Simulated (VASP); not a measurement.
Data:

```
CELL_PARAMETERS angstrom
      2.07000    -3.58534     0.00000
      2.07000     3.58534     0.00000
      0.00000     0.00000     6.72000
ATOMIC_POSITIONS crystal
  Cd 0.66667 0.33333 0.50000
  Cd 0.33333 0.66667 0.00000
  S  0.66667 0.33333 0.87700
  S  0.33333 0.66667 0.37700
```

Calculation: PBE GGA, VASP's PBE PAW potentials (set 64) (plane waves; VASP 6.6.1). Run with 400 eV cut-off, 7×7×4 Γ-centred mesh, second-order Methfessel-Paxton smearing of 0.50 eV, potentials Cd S.

Predict the energy per atom (σ→0), pressure.

| Item | Value |
|---|---|
| energy per atom (σ→0) | -3.062 eV/atom |
| pressure | 2.46 GPa |

Total energies compare only between runs with the same potentials, cut-off and functional.

The compound is CdS in the wurtzite structure. The cell was not relaxed at this level. The run is one of a series of settings (ISMEAR = 2, SIGMA = 0.5 against the base run), some of them coarse on purpose.
